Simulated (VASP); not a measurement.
Data:

```
AlNi3
1.0
    3.54427     0.00000     0.00000
    0.00000     3.54427     0.00000
    0.00000     0.00000     3.54427
Al Ni
1 3
Direct
  0.00000   0.00000   0.00000
  0.00000   0.50000   0.50000
  0.50000   0.00000   0.50000
  0.50000   0.50000   0.00000
```
Starting moments (μB, in the order of the record's atoms Al Ni Ni Ni): 0.0 0.2 0.2 0.2.

All values below come from rev-vdW-DF2, VASP's PBE PAW potentials (set 64) (plane waves; VASP). Numerical set-up: 520 eV cut-off, 10×10×10 Γ-centred mesh, tetrahedra with Blöchl corrections, potentials Al Ni.

The cores are frozen, which limits the accuracy of field gradients.

Question: Give the principal components of the electric field gradient (V/Å²) and the asymmetry η at each nucleus.

Answer: 
| atom | Vxx | Vyy | Vzz | η |
|---|---|---|---|---|
| Al1 | 0.0 | 0.0 | 0.0 | - |
| Ni2 | 4.2 | 4.2 | -8.4 | 0.00 |
| Ni3 | 4.2 | 4.2 | -8.4 | 0.00 |
| Ni4 | 4.2 | 4.2 | -8.4 | 0.00 |

The compound is Ni3Al in the L1_2 structure. It was relaxed first.
